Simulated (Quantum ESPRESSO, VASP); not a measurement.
VASP ran on this input.

POSCAR:
```
ScBi
1
    0.0000000000     3.0777590000     3.0777590000
    3.0777590000     0.0000000000     3.0777590000
    3.0777590000     3.0777590000     0.0000000000
Sc Bi
1 1
Direct
  0.5000000000   0.5000000000   0.5000000000
  0.0000000000   0.0000000000   0.0000000000
```

### KPOINTS
```
Regular mesh
0
Gamma
 8 8 8
0 0 0
```

### INCAR
```
# general
SYSTEM  = ScBi
PREC    = Accurate
ENCUT   = 300
LREAL   = .False.
LASPH   = .True.

# electronic loop
EDIFF   = 1E-6
NELM    = 100
ALGO    = Normal
LMAXMIX = 4

# smearing
ISMEAR  = 0
SIGMA   = 0.2

# ions
ISIF    = 2

# output
LWAVE   = .False.
LCHARG  = .False.
```

POTCAR, in this order: Sc_sv Bi_d (LDA.64 set). Program: vasp_std.

### Question
Translate it to Quantum ESPRESSO.

### Answer
One input that does it (LDA (PW92), PseudoDojo standard norm-conserving (LDA) pseudopotentials):
```
&CONTROL
   calculation = 'scf'
   prefix = 'scbi'
   outdir = './tmp/'
   pseudo_dir = './'
   tprnfor = .true.
   tstress = .true.
/
&SYSTEM
   ibrav = 2
   celldm(1) = 11.63224318
   nat = 2
   ntyp = 2
   ecutwfc = 80
   occupations = 'smearing'
   smearing = 'gauss'
   degauss = 0.0147
/
&ELECTRONS
   conv_thr = 1.0e-11
   mixing_beta = 0.7
/
ATOMIC_SPECIES
Sc    44.9559  Sc.upf
Bi   208.9804  Bi.upf
ATOMIC_POSITIONS {crystal}
Sc    0.50000000    0.50000000    0.50000000
Bi    0.00000000    0.00000000    0.00000000
K_POINTS {automatic}
8 8 8  0 0 0
```
The two runs describe the same crystal, functional and task. Each code takes its own potentials, basis and convergence tests.

VASP's LDA is the Perdew-Zunger fit; the other code's may be Perdew-Wang, which differs slightly.

The structure comes from a computed database's ScBi entry (Fm-3m); how it stands against other phases isn't given here. The cell was not relaxed at this level, and it may have been scaled.
